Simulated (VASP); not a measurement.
Set up this calculation in VASP 6.6.1, as the native input.

```
Task                   : single point
Functional             : PBE
Potentials or basis    : VASP PAW PBE potentials, release 64 (H, Pb_d, N, O)
Cutoff                 : 520 eV
k mesh                 : 7 × 5 × 4
Occupations            : fermi-dirac, width 0.05 eV
Spin                   : no spin polarisation
Further INCAR settings : ALGO = Normal; EDIFF = 1e-07; NBANDS = 57
```

The structure of HPbNO4 lies in POSCAR:

```
HPbNO4
1.0
    4.1204000000     -0.0008100000     -0.0112000000
    0.0040400000      6.4272200000      0.0536000000
    0.0279100000      3.2070700000      7.7499400000
H Pb N O
2 2 2 8
Direct
    0.9036600000      0.2182100000      0.4885100000
    0.4033700000      0.7817700000      0.5114200000
    0.3945500000      0.3086300000      0.7072500000
    0.8948900000      0.6913500000      0.2926600000
    0.6340900000      0.1999000000      0.2073000000
    0.1338600000      0.8001200000      0.7927500000
    0.9082900000      0.3286600000      0.5436900000
    0.5379200000      0.3907600000      0.1949700000
    0.5348300000      0.1127900000      0.1060200000
    0.8371800000      0.0888700000      0.3267200000
    0.4081700000      0.6713200000      0.4562400000
    0.0377400000      0.6092400000      0.8052000000
    0.0342900000      0.8873700000      0.8939700000
    0.3371600000      0.9110100000      0.6733000000
```

The cell was built by a generator and needn't be a form met in nature.

These files were run (other wordings do the same):

INCAR

```
SYSTEM = HPbNO4
PREC     = Accurate       ! precision mode
ENCUT    = 520            ! plane-wave cutoff, eV
EDIFF    = 1E-7           ! SCF threshold, eV
ISMEAR   = -1             ! smearing method
SIGMA    = 0.05           ! smearing width, eV
LREAL    = .False.        ! projectors in reciprocal space
LASPH    = .True.         ! aspherical terms in the spheres
NELM     = 60             ! most SCF steps
ALGO     = Normal         ! electronic algorithm
ISIF     = 2              ! what is computed and relaxed
LWAVE    = .False.        ! write WAVECAR
LCHARG   = .True.         ! write CHGCAR
GGA      = PE             ! functional
LVHAR    = .True.       
NBANDS   = 57             ! bands
KPAR     = 4
```

KPOINTS

```
regular mesh
0
Gamma
  7 5 4
  0 0 0
```

Potentials or basis: VASP PAW PBE potentials, release 64 (H, Pb_d, N, O).

Command:

```sh
$ cat potpaw_PBE.64/H/POTCAR potpaw_PBE.64/Pb_d/POTCAR potpaw_PBE.64/N/POTCAR potpaw_PBE.64/O/POTCAR > POTCAR
$ mpirun -np 4 vasp_std > vasp.out
```

It gave:

* Pressure: 0.6 GPa
* Largest force: 0.414 eV/Å
* Band gap on the k mesh: 3.27 eV, indirect (least direct gap 3.36 eV)

Caveat: the standard files for N, O and F lose accuracy on very short bonds; spin-orbit coupling is left out, which as a rule narrows the gap of such compounds by several tenths of an eV; an odd mesh through Γ misses points on the zone boundary, where band edges often lie.

Wall time 3.3 min on 4 MPI ranks on AMD EPYC 9R45 (Zen 5), on a shared host, peak memory 0.73 GiB a rank.
